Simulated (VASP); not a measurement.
RbCl (rock salt), at 1.04 of the tabulated volume:

```
RbCl
1.0
    0.00000     3.33329     3.33329
    3.33329     0.00000     3.33329
    3.33329     3.33329     0.00000
Rb Cl
1 1
Direct
  0.00000   0.00000   0.00000
  0.50000   0.50000   0.50000
```

The lowest empty band near Γ, direction [111], from PBE with spin-orbit coupling in VASP (PAW); its two spin partners are averaged. The gap over the points computed is 4.83 eV, and the next band on that side lies 3.08 eV away at the edge.

Run with 400 eV cut-off, 8×8×8 Γ-centred mesh, Gaussian smearing of 0.050 eV, potentials Rb_sv Cl.

```
distance from the edge in k (1/Å)  distance in energy (meV)
---------------------------------  ------------------------
0.025                                                   5.5
0.035                                                  10.8
0.050                                                  21.9
0.070                                                  42.8
```

Task: Fit E(1 + αE) = ħ²k²/2m* (ħ²/2m0 = 3.810 eV Å²) and predict the row at 0.095 1/Å.

Result: The rows don't resolve α, so a parabola serves: the electron mass is m* = 0.436 m0, and so 78.9 meV. The run gave 78.5 meV, -0.4 meV from the fit.

Left out are points under 3 meV from the edge, since the levels carry 0.1 meV, and points farther than half the way to the next band.

The compound is RbCl in the rock salt structure. The cell was not relaxed at this level.
